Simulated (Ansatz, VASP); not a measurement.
## Zr (ladder Zr chain) in two plane-wave programs

One calculation is typed for both programs; each brings its own data sets. How far apart do they land? The structure shown is the start of the Ansatz relaxation below; VASP solves that cell, so the two are compared at the walk's first step. Other levels of theory on this material are compared in a session of their own.

Program: Ansatz 0.2.0. Level of theory: plane waves, with VASP 6.6.1 beside it; single point at RPBE and single point at LDA. Results are calculated unless marked as measured.

## Step 1: Set-up

The cell holds 2 atoms: 2 Zr. Cell: a = 9.000 Å, b = 7.500 Å, c = 3.425 Å, α = 90.0°, β = 90.0°, γ = 90.0°. Vacuum lies along a and b. The structure's axis is c.

## Step 2: Ansatz: relaxation, RPBE

Ansatz runs on its default PAW (the set named soft_2) files.

The two programs are compared at the cell with which this relaxation starts, whose forces are those of its first step.

File input.yaml:

```yaml
crystal:
  lattice:
    - [9.0, 0.0, 0.0]
    - [0.0, 7.5, 0.0]
    - [0.0, 0.0, 3.42475]
  atoms:
    - { symbol: Zr, position: [0.337444444, 0.5, 0.0], spin: 1.0 }
    - { symbol: Zr, position: [0.662555556, 0.5, 0.5], spin: 1.0 }
magnetization:
  spin_polarized: true
kpoints:
  mp_grid: { grid: [1, 1, 24] }
scf:
  occupations: { method: fermi_dirac, width: 0.05 }
hamiltonian:
  xc: rpbe
relax:
  cell: { fix: [a, b, alpha, beta, gamma] }
  max_steps: 60
```

Command:

```
> ansatz run input.yaml --threads 4 --pin off --max-ram 8192MiB --backend cpu --events-out ev --progress --plain --runs-dir out
```

Numbers of over 12 decimals in the logs are rounded to 6 here.

Output:

```text
Engine: ansatz 0.2.0, aarch64-unknown-linux-gnu
Pseudopotentials: kind: paw
Pseudopotential: Zr, paw, valence charge 12, recommended cutoff 420 eV (normal), Zr.paw.azcp
Functional definition: RPBE
  parameter kappa = 0.804
  parameter beta = 0.066725
  exchange = rpbe_x(kappa = kappa, mu = beta*pi^2/3)
  correlation = pbe_c(beta = beta)
Crystal: 2 atoms, lattice volume = 231.171 Å³
Basis set: ecut = 420 eV, 4517 PW (Γ), exchange–correlation on 128×108×48 points (8 copies of the dense FFT grid, shifted against one another)
Bands: 17, of which v1, the nominal top of the filled ones, is band 12 counted from 1 (11 counted from 0)
Symmetry: 8 space group operations
Space group: Pmma (ITA 51), of the structure as read, at distance tolerance 6.1e-5 Å
Magnetic group: BNS 51.289 (UNI 387), of the structure as read, at distance tolerance 6.1e-5 Å
k-points: 13 of 24
Non-local potential: Zr, projectors of the file, l = 0: 3, l = 1: 2, l = 2: 2, l = 3: 2
PAW form: soft (Blöchl's): semilocal exchange-correlation on the pseudo side does not see the compensation charge
PAW frozen core: Zr, regenerated for the run's functional, and the local potential with it (the file was generated under x = pbe(κ = 0.804, μ = 0.219515), c = pbe(β = 0.066725))
PAW one-centre angular grid: Zr, 590 points (default); XC on 64 Gauss nodes
Initial density: superposition of atomic densities (neutral atoms: chi_scale 0, normalization atom)
Starting moments: Σ|m| = 2 μB on 2 of 2 sites
Initial wavefunctions: pseudopotential atomic-orbital guess
Functional: x = rpbe, c = pbe(β = 0.066725)
SCF iter   1: F=—  HF=-8375.925709 eV  |F-HF|=—  |Δ(HF+E_count)|=         —  Δρ=1.26e-2 (↑1.26e-2 ↓1.25e-2)  dr2=6.97e0  dr2_m=2.74e-2  M=1.810 μB ∫|m|=1.810 μB  β_m=0.30  ethr=3.10e-3  ⟨swp⟩=4.7  Hψ=2132  notcnv=0
Mixer restart at iter 1: flushing history
preconditioner: auto → LDOS  [metal: Δε(μ)=0.050 eV  Ē_g=2.004 eV  σ=0.050 eV  W_gap=0.24  n_scr=22 (ndim 8)  ℏωp=6.9 eV  f_vac=0.406  D(μ)=5.47/eV (n_scr^D=30)]
spin=Collinear: LDOS preconditioning applied to the charge; magnetization (m = ρ↑ − ρ↓) channel mixes plain (no charge-response kernel on spin).
SCF iter   2: F=—  HF=-8375.171685 eV  |F-HF|=—  |Δ(HF+E_count)|=   7.54e-1  Δρ=8.74e-3 (↑8.74e-3 ↓8.72e-3)  dr2=3.11e0  dr2_m=1.24e-2  M=1.933 μB ∫|m|=1.933 μB  β_m=0.59  ethr=3.10e-3  ⟨swp⟩=2.0  Hψ=884  notcnv=0
SCF iter   3: F=—  HF=-8374.673519 eV  |F-HF|=—  |Δ(HF+E_count)|=   4.98e-1  Δρ=3.20e-3 (↑3.20e-3 ↓2.68e-3)  dr2=7.86e-2  dr2_m=2.00e-3  M=2.236 μB ∫|m|=2.236 μB  β_m=0.69  ethr=3.10e-3  ⟨swp⟩=3.6  Hψ=994  notcnv=0
SCF iter   4: F=—  HF=-8374.758471 eV  |F-HF|=—  |Δ(HF+E_count)|=         —  Δρ=1.47e-3 (↑1.40e-3 ↓1.47e-3)  dr2=2.50e-2  dr2_m=7.57e-4  M=2.269 μB ∫|m|=2.269 μB  β_m=0.69  ethr=3.28e-4  ⟨swp⟩=2.6  Hψ=848  notcnv=0
Mixer restart at iter 4: flushing history
SCF iter   5: F=—  HF=-8374.775751 eV  |F-HF|=—  |Δ(HF+E_count)|=   1.73e-2  Δρ=1.04e-3 (↑9.92e-4 ↓1.04e-3)  dr2=9.41e-3  dr2_m=6.83e-4  M=2.347 μB ∫|m|=2.347 μB  β_m=0.78  ethr=1.04e-4  ⟨swp⟩=2.0  Hψ=623  notcnv=0
SCF iter   6: F=—  HF=-8374.793350 eV  |F-HF|=—  |Δ(HF+E_count)|=   1.76e-2  Δρ=1.29e-3 (↑1.19e-3 ↓1.29e-3)  dr2=6.47e-3  dr2_m=2.58e-3  M=2.647 μB ∫|m|=2.647 μB  β_m=0.92  ethr=3.92e-5  ⟨swp⟩=5.8  Hψ=3890  notcnv=0
automatic band count: the SCF goes on with 21 bands, as 17 were too few: the levels above may hold too much charge
SCF iter   7: F=—  HF=-8374.800047 eV  |F-HF|=—  |Δ(HF+E_count)|=   6.70e-3  Δρ=1.55e-3 (↑1.37e-3 ↓1.55e-3)  dr2=4.63e-3  dr2_m=3.70e-3  M=2.889 μB ∫|m|=2.889 μB  β_m=0.38  ethr=2.69e-5  ⟨swp⟩=2.0  Hψ=1045  notcnv=0  defer=5
SCF iter   8: F=-8374.817329 eV  HF=-8374.814323 eV  |F-HF|=3.01e-3  |Δ(HF+E_count)|=   1.43e-2  Δρ=2.15e-3 (↑1.92e-3 ↓2.15e-3)  dr2=9.31e-3  dr2_m=7.38e-3  M=3.264 μB ∫|m|=3.264 μB  β_m=0.24  ethr=1.93e-5  ⟨swp⟩=2.4  Hψ=816  notcnv=0  defer=6
SCF iter   9: F=-8374.835653 eV  HF=-8374.831299 eV  |F-HF|=4.35e-3  |Δ(HF+E_count)|=   1.70e-2  Δρ=2.57e-3 (↑2.36e-3 ↓2.57e-3)  dr2=1.17e-2  dr2_m=1.09e-2  M=3.603 μB ∫|m|=3.603 μB  β_m=0.35  ethr=1.93e-5  ⟨swp⟩=2.2  Hψ=771  notcnv=0  defer=6
SCF iter  10: F=-8374.814653 eV  HF=-8374.809346 eV  |F-HF|=5.31e-3  |Δ(HF+E_count)|=   2.20e-2  Δρ=1.93e-3 (↑1.64e-3 ↓1.93e-3)  dr2=6.35e-3  dr2_m=5.48e-3  M=3.175 μB ∫|m|=3.175 μB  β_m=0.87  ethr=1.93e-5  ⟨swp⟩=2.2  Hψ=1028  notcnv=0  defer=6  recentre
SCF iter  11: F=-8374.800414 eV  HF=-8374.801266 eV  |F-HF|=8.53e-4  |Δ(HF+E_count)|=   8.08e-3  Δρ=1.75e-3 (↑1.46e-3 ↓1.75e-3)  dr2=9.78e-3  dr2_m=4.44e-3  M=2.925 μB ∫|m|=2.925 μB  β_m=0.42  ethr=1.93e-5  ⟨swp⟩=2.3  Hψ=901  notcnv=0  defer=5  recentre
SCF iter  12: F=-8374.869004 eV  HF=-8374.861099 eV  |F-HF|=7.91e-3  |Δ(HF+E_count)|=   5.98e-2  Δρ=2.35e-3 (↑2.26e-3 ↓2.35e-3)  dr2=8.57e-3  dr2_m=9.34e-3  M=4.063 μB ∫|m|=4.063 μB  β_m=0.99  ethr=1.93e-5  ⟨swp⟩=2.4  Hψ=1096  notcnv=0  defer=6
[...]
the starting moments were not kept: the SCF closed with an absolute magnetisation of 3.9e-5 μB, where they sum to 2 μB in size (2 sites). That is at most 0.1 of that sum. Measured as dr2_m measures the in/out step, that magnetisation stands 5.7e-11 eV from none, at or under the dr2_threshold of 1.4e-7 eV: it is no larger than a step whose dr2_m would equal this threshold.
SCF 6 converged in 12 iterations: F = -8376.772600 eV  dr2 = 1.65e-11
relax step   6: F+E_penalty+E_count = -8376.77260021 eV  Δ(F+E_penalty+E_count) = -1.096e-3 eV  max|allowed force component| = 1.568e-2 eV/Å  Δτ_max = 0.0037 Å  P = +0.035 GPa  Ω = 194.426 Å³  energy of the carried Pulay correction = +7.722e-4 eV  fix = [a, b, alpha, beta, gamma]  reactions: a +0.364, b -0.243 GPa  (12 SCF iters, dr2 threshold 1.36e-7 eV, accepted)
[...]
relax step   7: F+E_penalty+E_count = -8376.77261400 eV  Δ(F+E_penalty+E_count) = -1.379e-5 eV  max|allowed force component| = 4.761e-3 eV/Å  Δτ_max = 0.0009 Å  P = +0.053 GPa  Ω = 194.376 Å³  energy of the carried Pulay correction = +7.733e-4 eV  fix = [a, b, alpha, beta, gamma]  reactions: a +0.400, b -0.243 GPa  (5 SCF iters, dr2 threshold 1.54e-8 eV, accepted)
[...]
relax step   8: F+E_penalty+E_count = -8376.77210412 eV  Δ(F+E_penalty+E_count) = +5.099e-4 eV  max|allowed force component| = 5.066e-3 eV/Å  Δτ_max = 0.0000 Å  P = +0.053 GPa  Ω = 194.376 Å³  fix = [a, b, alpha, beta, gamma]  reactions: a +0.402, b -0.244 GPa  stress off target by 4.75e-4 GPa on what of the cell is left free  SCF on the basis re-selected at this cell (its energy is not comparable with the rows above)  (8 SCF iters)
basis re-selected at this cell: Δ(F+E_penalty+E_count) = +5.099e-4 eV, ΔP = -0.000 GPa vs the last step (what re-selecting the basis moved, of the pressure what is left beyond the Pulay correction that the steps carried, after the strain that the cell walked since its last selection, with what the two solves' SCF thresholds leave and, on support functions, any second-order correction that the steps lacked; it is no measure of the basis error at this ecutwfc). The dense FFT grid was sized anew with the basis: this SCF ran on 64×54×20 points, the steps before it on 64×54×24, so part of this shift can come from that change (see relax.cell in the input reference). [rest of the remark cut]
SCF converged after 8 iterations
Magnetization: -0.0000 μB (12.0000 up, 12.0000 down)
Absolute magnetization: 0.0000 μB (∫|ρ↑−ρ↓|, with the PAW one-centre terms)
Spin contamination: 0.0000 ħ² per cell (⟨S²⟩ above its minimum at these occupations)
Per-site moments (μB) at R_I (Å): [(-1.7196419262600292e-6, 1.119325), (-1.719641926362145e-6, 1.119325)]
Free energy (F): -8376.772104 eV
Harris-Foulkes:  -8376.772104 eV  (|F-HF|=0.00e0)
Internal energy: -8376.745217 eV  (E = F + TS)
E sigma→0 (E₀):  -8376.758661 eV
Entropy (-TS):   -0.026887 eV (-13.444 meV/atom)
Fermi energy:    1.119171 eV
--- Per-component energies (eV) ---
  E_band       = -496.719993
  E_kinetic    = 665.899894
  E_local      = -4268.846662  (includes V_loc(G=0)·N_el)
  E_nonlocal   = 164.930050
  E_hartree    = 1739.832160
  E_xc         = -320.397480
  E_vxc        = -376.910806  (∫ρ·V_xc dr)
  E_paw        = -5922.811039  (= ΣΔE_a)
  E_vpaw       = -161.456828  (= ΣTr[D̂ρ^β])
  E_aug_tail   = 0.000052  (compensation charges beyond the density's cutoff)
  E_ewald      = -435.196938
  E_core_change = -0.155255  (= ΣΔE_core)
  E_smearing   = -0.026887  (= −TS)
  E_closure    = 0.000000  (closes the sum)
  Σ components = -8376.772104   (vs F -8376.772104, Δ=0.00e0)
--- Forces (eV/Å), atoms counted from 1 ---
  atom   1  Zr    -0.00506626    -0.00000000    -0.00000000
  atom   2  Zr     0.00506626     0.00000000     0.00000000
  max |Σ_I F_I| component: 8.67e-19 eV/Å
--- Stress (GPa, compression-positive) ---
        0.401589       0.000000       0.000000
        0.000000      -0.244054       0.000000
        0.000000       0.000000       0.000475
  P = ⅓ Tr σ = 0.0527 GPa (0.527 kbar)
--- Relaxed structure (7 steps of the walk, 7 accepted, 1 SCFs on fresh bases) ---
  F+E_penalty+E_count = -8376.77210412 eV   max|allowed force component| = 5.066e-3 eV/Å   (the final SCF, on the basis selected at the relaxed cell)
  cell:  # Å, volume = 194.3755 Å³
    - [9.0, 0, 0]
    - [0, 7.5, 0]
    - [0, 0, 2.879638]
  atoms:
    - { symbol: Zr, position: [0.372221, 0.5, -5.073208959363566e-18] }
    - { symbol: Zr, position: [0.627779, 0.5, 0.5] }
```

## Step 3: VASP: single point, RPBE, start cell

The same cell, functional, mesh and smearing now go to VASP, with its own data sets.

Lines of VASP's logs that name or quote its potential files are left out, and so is its time.

File INCAR:

```
SYSTEM = Zr
PREC = Accurate
ENCUT = 400
EDIFF = 1E-06
NELM = 200
ISMEAR = -1
SIGMA = 0.05
LREAL = .FALSE.
ALGO = Normal
GGA = RP
NBANDS = 19
ISPIN = 2
MAGMOM = -0 -0
LASPH = .TRUE.
LMAXMIX = 4
LORBIT = 11
LWAVE = .FALSE.
LCHARG = .FALSE.
ISIF = 2
GGA_COMPAT = .FALSE.
KPAR = 2
```

File POSCAR:

```
Zr
1.0
    9.0000000000      0.0000000000      0.0000000000
    0.0000000000      7.5000000000      0.0000000000
    0.0000000000      0.0000000000      3.4247500000
Zr
2
Direct
    0.3374444444      0.5000000000      0.0000000000
    0.6625555556      0.5000000000      0.5000000000
```

File KPOINTS:

```
Automatic mesh
0
Gamma
1 1 24
0 0 0
```

Potentials, in the order of the species: Zr_sv (PBE family, release 64).

Command:

```
> mpirun -np 2 vasp_std
```

Output:

```text
[banner, memory and clock lines left out]
running    2 mpi-ranks, on    1 nodes
 distrk:  each k-point on    1 cores,    2 groups
 distr:  one band on    1 cores,    1 groups

 POSCAR found type information on POSCAR Zr
 POSCAR found :  1 types and       2 ions
|                                                                             |
|               ----> ADVICE to this user running VASP <----                  |
|                                                                             |
|     You enforced a specific xc type in the INCAR file but a different       |
|     [... a line on the potential file left out ...]
|     I HOPE YOU KNOW WHAT YOU ARE DOING!                                     |
|                                                                             |

 LDA part: xc-table for (Slater+PW92), standard interpolation
 POSCAR, INCAR and KPOINTS ok, starting setup
 FFT: planning ... GRIDC
 FFT: planning ... GRID_SOFT
 FFT: planning ... GRID
 WAVECAR not read
 entering main loop
       N       E                     dE             d eps       ncg     rms          rms(c)
DAV:   1     0.123352574136E+03    0.12335E+03   -0.10878E+04  1380   0.818E+02
DAV:   2     0.455455256345E+01   -0.11880E+03   -0.11745E+03  1324   0.222E+02
DAV:   3    -0.104971435820E+02   -0.15052E+02   -0.14860E+02  1809   0.459E+01
DAV:   4    -0.111083217934E+02   -0.61118E+00   -0.59817E+00  1386   0.942E+00
DAV:   5    -0.111277472606E+02   -0.19425E-01   -0.19362E-01  1567   0.151E+00    0.605E+00
DAV:   6    -0.975465052786E+01    0.13731E+01   -0.35224E+00  1036   0.914E+00    0.239E+00
DAV:   7    -0.959806901843E+01    0.15658E+00   -0.10759E+00  1422   0.437E+00    0.126E+00
DAV:   8    -0.961923808439E+01   -0.21169E-01   -0.10961E-01  1279   0.207E+00    0.528E-01
DAV:   9    -0.962302892666E+01   -0.37908E-02   -0.49877E-02  1258   0.989E-01    0.240E-01
DAV:  10    -0.962625592746E+01   -0.32270E-02   -0.45526E-03  1283   0.326E-01    0.101E-01
DAV:  11    -0.962832255781E+01   -0.20666E-02   -0.24563E-03  1300   0.184E-01    0.577E-02
DAV:  12    -0.962922324299E+01   -0.90069E-03   -0.99026E-04  1322   0.120E-01    0.359E-02
DAV:  13    -0.962952145236E+01   -0.29821E-03   -0.33563E-04  1312   0.663E-02    0.194E-02
DAV:  14    -0.962977727045E+01   -0.25582E-03   -0.37957E-04  1081   0.735E-02    0.110E-02
DAV:  15    -0.962984652382E+01   -0.69253E-04   -0.13365E-04  1066   0.558E-02    0.568E-03
DAV:  16    -0.962986642465E+01   -0.19901E-04   -0.64246E-05   885   0.425E-02    0.399E-03
DAV:  17    -0.962986889107E+01   -0.24664E-05   -0.23179E-05   894   0.272E-02    0.245E-03
DAV:  18    -0.962987516974E+01   -0.62787E-05   -0.15065E-05   876   0.230E-02    0.353E-03
DAV:  19    -0.962987586856E+01   -0.69882E-06   -0.82641E-07  1225   0.427E-03
   1 F= -.96298759E+01 E0= -.95975732E+01  d E =-.646053E-01  mag=     0.0083
```

Parts of OUTCAR (step 3):

```text
ion  position               nearest neighbor table
   1  0.337  0.500  0.000-   2 3.39   2 3.39
   2  0.663  0.500  0.500-   1 3.39   1 3.39

  LATTYP: Found a simple orthorhombic cell.
 ALAT       =     3.4247500000
 B/A-ratio  =     2.1899408716
 C/A-ratio  =     2.6279290459

 Subroutine GETGRP returns: Found  8 space group operations
 (whereof  4 operations were pure point group operations)

The static configuration has the point symmetry C_2v.
 The point group associated with its full space group is D_2h.

 Found     13 irreducible k-points:

   k-points           NKPTS =     13   k-points in BZ     NKDIM =     13   number of bands    NBANDS=     19

   dimension x,y,z NGX =    60 NGY =   50 NGZ =   24
   dimension x,y,z NGXF=   120 NGYF=  100 NGZF=   48

   ENCUT  =  400.0 eV  29.40 Ry    5.42 a.u.  14.68 12.23  5.58*2*pi/ulx,y,z

   NELECT =      24.0000    total number of electrons

 k-points in reciprocal lattice and weights: Automatic mesh
   0.00000000  0.00000000  0.00000000       0.042
   0.00000000  0.00000000  0.04166667       0.083
   0.00000000  0.00000000  0.08333333       0.083
   0.00000000  0.00000000  0.12500000       0.083
   0.00000000  0.00000000  0.16666667       0.083
   0.00000000  0.00000000  0.20833333       0.083
   0.00000000  0.00000000  0.25000000       0.083
   0.00000000  0.00000000  0.29166667       0.083
   0.00000000  0.00000000  0.33333333       0.083
   0.00000000  0.00000000  0.37500000       0.083
   0.00000000  0.00000000  0.41666667       0.083
   0.00000000  0.00000000  0.45833333       0.083
   0.00000000  0.00000000  0.50000000       0.042

 average (electrostatic) potential at core
       1 -85.2896       2 -85.2896

 E-fermi :  -0.3456

 spin component 1
 k-point     1 :       0.0000    0.0000    0.0000
  band No.  band energies     occupation
    ...
      8     -27.8482      1.00000
      9      -3.2893      1.00000
     10      -2.0929      1.00000
     11      -0.6577      0.99806
     12      -0.4111      0.78779
     13      -0.1008      0.00742
     14      -0.0152      0.00135
     15       0.5044      0.00000
     16       0.5068      0.00000
     17       0.6696      0.00000
    ...

 k-point     2 :       0.0000    0.0000    0.0417
  band No.  band energies     occupation
    ...
      8     -27.8526      1.00000
      9      -3.2563      1.00000
     10      -2.0533      1.00000
     11      -0.6495      0.99771
     12      -0.3938      0.72406
     13      -0.0804      0.00495
     14      -0.0191      0.00146
     15       0.4728      0.00000
     16       0.4907      0.00000
     17       0.6031      0.00000
    ...

 k-point     3 :       0.0000    0.0000    0.0833
  band No.  band energies     occupation
    ...
      7     -27.9093      1.00000
      8     -27.8652      1.00000
      9      -3.1587      1.00000
     10      -1.9358      1.00000
     11      -0.6263      0.99637
     12      -0.3443      0.49354
     13      -0.0427      0.00234
     14      -0.0176      0.00142
     15       0.3783      0.00000
     16       0.4458      0.00000
    ...

 k-point     4 :       0.0000    0.0000    0.1250
  band No.  band energies     occupation
    ...
      7     -27.9262      1.00000
      8     -27.8854      1.00000
      9      -2.9999      1.00000
     10      -1.7438      1.00000
     11      -0.5923      0.99286
     12      -0.2704      0.18211
     13      -0.1156      0.00997
     14       0.0916      0.00016
     15       0.2424      0.00001
     16       0.3618      0.00000
    ...

 k-point     5 :       0.0000    0.0000    0.1667
  band No.  band energies     occupation
    ...
      7     -27.9475      1.00000
      8     -27.9114      1.00000
      9      -2.7862      1.00000
     10      -1.4840      1.00000
     11      -0.5562      0.98540
     12      -0.2471      0.12257
     13      -0.1913      0.04374
     14       0.0967      0.00014
     15       0.2353      0.00001
     16       0.2521      0.00001
    ...

 k-point     6 :       0.0000    0.0000    0.2083
  band No.  band energies     occupation
    ...
      8     -27.9412      1.00000
      9      -2.5263      1.00000
     10      -1.1677      1.00000
     11      -0.5332      0.97711
     12      -0.4085      0.77893
     13      -0.1898      0.04252
     14       0.0376      0.00047
     15       0.0756      0.00022
     16       0.2976      0.00000
     17       0.4652      0.00000
    ...

  Total       -6.7704614     -0.2371499     -8.9894109      0.0000000      0.0000000      0.0000000
  in kB      -46.9241271     -1.6436180    -62.3030296      0.0000000      0.0000000      0.0000000
  external PRESSURE =     -36.9569249 kB  Pullay stress =       0.0000000 kB

  energy-cutoff  :      400.00
  volume of cell :      231.17
      direct lattice vectors                 reciprocal lattice vectors
     9.000000000  0.000000000  0.000000000     0.111111111  0.000000000  0.000000000
     0.000000000  7.500000000  0.000000000     0.000000000  0.133333333  0.000000000
     0.000000000  0.000000000  3.424750000     0.000000000  0.000000000  0.291992116

 POSITION                                       TOTAL-FORCE (eV/Angst)
 -----------------------------------------------------------------------------------
      3.03700      3.75000      0.00000         2.428954      0.000000      0.000000
      5.96300      3.75000      1.71237        -2.428954      0.000000      0.000000
 -----------------------------------------------------------------------------------
    total drift:                                0.000000      0.000000      0.000000

  FREE ENERGIE OF THE ION-ELECTRON SYSTEM (eV)
  ---------------------------------------------------
  free  energy   TOTEN  =        -9.6298758686 eV

  energy  without entropy=       -9.5652705605  energy(sigma->0) =       -9.59757321

 total charge
# of ion       s       p       d       tot
------------------------------------------
    1        2.205   5.895   1.549   9.649
    2        2.205   5.895   1.549   9.649
--------------------------------------------------
tot          4.409  11.790   3.099  19.297

 magnetization (x)
# of ion       s       p       d       tot
------------------------------------------
    1        0.000   0.000   0.003   0.003
    2        0.000   0.000   0.003   0.003
--------------------------------------------------
tot          0.000   0.000   0.005   0.005

[... 6 further parts left out ...]
```

## Step 4: Side by side

Known differences besides the potentials themselves: the cutoff is 420 eV in Ansatz and 400 eV in VASP; Ansatz makes its cores anew for this functional, VASP keeps those of its PBE data sets. Total energies have different zeros and are not compared.

Forces (eV/Å; atoms numbered as in POSCAR):

| atom | Ansatz x, y, z | VASP x, y, z |
| --- | --- | --- |
| Zr1 | 1.517, 0.000, 0.000 | 2.429, 0.000, 0.000 |
| Zr2 | -1.517, 0.000, 0.000 | -2.429, 0.000, 0.000 |

The forces differ by 527 meV/Å r.m.s., which is 37.6 % of the r.m.s. force of 1.402 eV/Å (both taken over all components). Moments aren't recorded for both runs of this pair, so they may hold unlike magnetic states.

(Continued in part 2 of 2.)

[Lines on the potential files, build, host, timing and source positions are cut from VASP's logs without a mark.]

[Logs are printed without paths, hosts, clocks, repeated set-up lines and the standing remarks that a program may print on its own settings, such as how far it seeks lower states.]

[Hosts, paths, dates, database ids (printed as entryN), source tags and the programs' standing remarks are cut or masked in the printed files.]
